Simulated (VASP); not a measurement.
The system is ClO.

```
CELL_PARAMETERS angstrom
3.18522 0.00000 0.00000
0.00000 3.18522 0.00000
0.00000 0.00000 3.18522
ATOMIC_POSITIONS crystal
Cl 0.00000 0.00000 0.00000
O 0.50000 0.50000 0.50000
```

The real solid is made of molecules; this cell is a model form.

```yaml
Program: VASP 6.6.1
Task: relaxation of cell and atoms
Functional: LDA
Potentials_or_basis: VASP PAW LDA potentials, release 64 (Cl, O)
Cutoff: 600 eV
k_mesh: 7 × 7 × 7
Occupations: methfessel-paxton, width 0.05 eV
Spin: no spin polarisation
```

At the start: pressure -17.1 GPa; volume 16.16 Å³/atom.

Question: Where does the relaxation end?

Answer: Over 4 steps the energy falls by 372.8 meV/atom and the volume is 11.31 Å³/atom (-30.0 %); space group Pm-3m (No. 221, to 0.05 Å).

The path:
```tsv
step	energy change (eV)	largest force (eV/Å)	pressure (GPa)	volume (Å³)
1	0.0000	0.0000	-17.11	32.32
2	-0.6774	0.0000	-8.83	24.90
3	-0.7449	0.0000	-1.04	22.86
4	-0.7455	0.0000	0.17	22.62
```

Final structure:
```xyz
2
Lattice="2.8282 0.0000 0.0000 0.0000 2.8282 0.0000 0.0000 0.0000 2.8282" Properties=species:S:1:pos:R:3 pbc="T T T"
Cl    0.0000    0.0000    0.0000
O     1.4141    1.4141    1.4141
```

Caveat: the volume moved by over 15 % at a fixed basis, so the end points are rough; an odd number of electrons without spin polarisation forces a metal; a magnetic or distorted state may lie lower.
